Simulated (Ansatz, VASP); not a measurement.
# Cross-check of SnSe2 between VASP and Ansatz, part 2 of 2

Aim: how closely do two programs agree when they are given the same cell, functional and k mesh? The cell is taken from a series of runs on this material, whose earlier steps may have relaxed, scaled, displaced or heated it; both programs get it as it stands.

VASP 6.6.1 and Ansatz 0.2.0.

So far: The starting structure; Ansatz: zone-centre phonons, PBEsol; VASP: zone-centre phonons, PBEsol.

### 3. VASP: zone-centre phonons, PBEsol (continued)

Level of this step: PBEsol; plane waves and PAW (Sn_d, Se) (VASP).

Numbers of over 12 decimals in the logs are rounded to 6 here.

Parts of OUTCAR (step 3):

```text
ion  position               nearest neighbor table
   1  0.000  0.000  0.000-   2 2.71   3 2.71   2 2.71   3 2.71   3 2.71   2 2.71
   2  0.333  0.667  0.259-   1 2.71   1 2.71   1 2.71
   3  0.667  0.333  0.741-   1 2.71   1 2.71   1 2.71

  LATTYP: Found a hexagonal cell.
 ALAT       =     3.8110000000
 C/A-ratio  =     1.6100760955

 Subroutine GETGRP returns: Found 12 space group operations
 (whereof 12 operations were pure point group operations)

The static configuration has the point symmetry D_3d.

 Found     43 irreducible k-points:

   k-points           NKPTS =     43   k-points in BZ     NKDIM =     43   number of bands    NBANDS=     19

   dimension x,y,z NGX =    28 NGY =   28 NGZ =   48
   dimension x,y,z NGXF=    56 NGYF=   56 NGZF=   96

   ENCUT  =  500.0 eV  36.75 Ry    6.06 a.u.   6.95  6.95 11.19*2*pi/ulx,y,z

   NELECT =      26.0000    total number of electrons

 k-points in reciprocal lattice and weights: Automatic mesh
   0.00000000  0.00000000  0.00000000       0.003
   0.11111111 -0.00000000  0.00000000       0.019
   0.22222222 -0.00000000  0.00000000       0.019
   0.33333333 -0.00000000  0.00000000       0.019
   0.44444444 -0.00000000  0.00000000       0.019
   0.11111111  0.11111111  0.00000000       0.019
   0.22222222  0.11111111  0.00000000       0.037
   0.33333333  0.11111111  0.00000000       0.037
   0.44444444  0.11111111  0.00000000       0.019
[...]
0.33333333  0.22222222  0.50000000       0.037
   0.33333333  0.33333333  0.50000000       0.006

 average (electrostatic) potential at core
       1-102.4519       2 -53.3096       3 -53.3096

  Total        0.1776665      0.1776665      0.0955506      0.0000000      0.0000000     -0.0000000
  in kB        3.6882662      3.6882662      1.9835827      0.0000000      0.0000000     -0.0000000
  external PRESSURE =       3.1200384 kB  Pullay stress =       0.0000000 kB

  energy-cutoff  :      500.00
  volume of cell :       77.18
      direct lattice vectors                 reciprocal lattice vectors
     3.811000000  0.000000000  0.000000000     0.262398321  0.151495741  0.000000000
    -1.905500000  3.300422814  0.000000000     0.000000000  0.302991482  0.000000000
     0.000000000  0.000000000  6.136000000     0.000000000  0.000000000  0.162972621

 POSITION                                       TOTAL-FORCE (eV/Angst)
 -----------------------------------------------------------------------------------
      0.00000      0.00000      0.00000        -0.000000      0.000000      0.000000
     -0.00000      2.20028      1.58868         0.000000      0.000000      0.019770
      1.90550      1.10014      4.54732         0.000000      0.000000     -0.019770
 -----------------------------------------------------------------------------------
    total drift:                               -0.000000      0.000000      0.000000

 Eigenvectors and eigenvalues of the dynamical matrix
 ----------------------------------------------------

   1 f  =    7.369142 THz    46.301684 2PiTHz  245.808114 cm-1    30.476308 meV
             X         Y         Z           dx          dy          dz
      0.000000  0.000000  0.000000     0.000000   -0.000000   -0.755780
     -0.000000  2.200282  1.588681     0.000000   -0.000000    0.463032
      1.905500  1.100141  4.547319    -0.000000    0.000000    0.463032

   2 f  =    5.415583 THz    34.027113 2PiTHz  180.644412 cm-1    22.397043 meV
             X         Y         Z           dx          dy          dz
      0.000000  0.000000  0.000000     0.000000   -0.000000   -0.000000
     -0.000000  2.200282  1.588681     0.000000   -0.000000    0.707107
      1.905500  1.100141  4.547319    -0.000000    0.000000   -0.707107

   3 f  =    4.353199 THz    27.351955 2PiTHz  145.207082 cm-1    18.003376 meV
             X         Y         Z           dx          dy          dz
      0.000000  0.000000  0.000000    -0.755442   -0.000002   -0.000000
     -0.000000  2.200282  1.588681     0.463307    0.000001   -0.000000
      1.905500  1.100141  4.547319     0.463307    0.000001   -0.000000

   4 f  =    4.353199 THz    27.351955 2PiTHz  145.207082 cm-1    18.003376 meV
             X         Y         Z           dx          dy          dz
      0.000000  0.000000  0.000000    -0.000002    0.755442    0.000000
     -0.000000  2.200282  1.588681     0.000001   -0.463307    0.000000
      1.905500  1.100141  4.547319     0.000001   -0.463307   -0.000000

   5 f  =    3.591460 THz    22.565808 2PiTHz  119.798208 cm-1    14.853078 meV
             X         Y         Z           dx          dy          dz
      0.000000  0.000000  0.000000     0.000000    0.000000   -0.000000
     -0.000000  2.200282  1.588681    -0.707107    0.000025   -0.000000
      1.905500  1.100141  4.547319     0.707107   -0.000025   -0.000000

   6 f  =    3.591460 THz    22.565808 2PiTHz  119.798208 cm-1    14.853078 meV
             X         Y         Z           dx          dy          dz
      0.000000  0.000000  0.000000     0.000000   -0.000000    0.000000
     -0.000000  2.200282  1.588681     0.000025    0.707107    0.000000
      1.905500  1.100141  4.547319    -0.000025   -0.707107   -0.000000

   7 f/i=    0.000784 THz     0.004927 2PiTHz    0.026159 cm-1     0.003243 meV
             X         Y         Z           dx          dy          dz
      0.000000  0.000000  0.000000     0.638140   -0.148611   -0.000000
     -0.000000  2.200282  1.588681     0.520257   -0.121158   -0.000000
      1.905500  1.100141  4.547319     0.520257   -0.121158   -0.000000

   8 f/i=    0.000784 THz     0.004927 2PiTHz    0.026159 cm-1     0.003243 meV
             X         Y         Z           dx          dy          dz
      0.000000  0.000000  0.000000    -0.148611   -0.638140   -0.000000
     -0.000000  2.200282  1.588681    -0.121158   -0.520257   -0.000000
      1.905500  1.100141  4.547319    -0.121158   -0.520257   -0.000000

   9 f/i=    0.002472 THz     0.015535 2PiTHz    0.082472 cm-1     0.010225 meV
             X         Y         Z           dx          dy          dz
      0.000000  0.000000  0.000000     0.000000   -0.000000    0.654826
     -0.000000  2.200282  1.588681     0.000000   -0.000000    0.534417
      1.905500  1.100141  4.547319     0.000000   -0.000000    0.534417

 ELASTIC MODULI CONTR FROM IONIC RELAXATION (kBar)
 Direction    XX          YY          ZZ          XY          YZ          ZX
 --------------------------------------------------------------------------------
 XX        -144.4704   -125.6339   -349.2208      0.0000     42.6630     -0.0000
 YY        -125.6339   -144.4704   -349.2208      0.0000    -42.6630     -0.0000
 ZZ        -349.2208   -349.2208   -903.0227      0.0000     -0.0000     -0.0000
 XY           0.0000      0.0000      0.0000     -9.4182     -0.0000     54.7617
 YZ          42.6630    -42.6630     -0.0000     -0.0000   -193.2566      0.0000
 ZX          -0.0000     -0.0000     -0.0000     54.7617      0.0000   -318.4089
 --------------------------------------------------------------------------------
```

### 4. Comparison

Known differences besides the potentials themselves: fixed occupations in Ansatz, narrow Gaussian smearing in VASP; the data sets hold 46 valence electrons in Ansatz (on its default PAW (the set named soft_2) files) and 26 in VASP; the cutoff is 420 eV in Ansatz and 500 eV in VASP; Ansatz makes its cores anew for this functional, VASP keeps those of its PBE data sets. Total energies have different zeros and are not compared.

The two programs side by side:

```
                  quantity  Ansatz   VASP  difference
optical mode 1 to 2 (cm⁻¹)   119.5  119.8     -0.22 %
optical mode 3 to 4 (cm⁻¹)   144.7  145.2     -0.38 %
     optical mode 5 (cm⁻¹)   180.3  180.6     -0.20 %
     optical mode 6 (cm⁻¹)   244.7  245.8     -0.46 %
```

Modes are paired by rising frequency, not by their patterns, so a pair may set unlike modes beside each other; they are those without the splitting of longitudinal modes.

### 5. Results

* r.m.s. difference of the optical zone-centre modes, each program's sorted by frequency (zone-centre phonons, PBEsol): 0.60 cm⁻¹

In words: The r.m.s. difference of the optical zone-centre modes, each program's sorted by frequency is 0.60 cm⁻¹ (zone-centre phonons, PBEsol). The data sets hold unlike numbers of valence electrons (46 in Ansatz and 26 in VASP), so part of the differences comes from the potentials. Such differences can come from data sets, numerical settings and the points named under the comparisons, not from the functional's error against experiment.

[Lines on the potential files, build, host, timing and source positions are cut from VASP's logs without a mark.]

[Logs are printed without paths, hosts, clocks, repeated set-up lines and the standing remarks that a program may print on its own settings, such as how far it seeks lower states.]

[Hosts, paths, dates, database ids (printed as entryN), source tags and the programs' standing remarks are cut or masked in the printed files.]
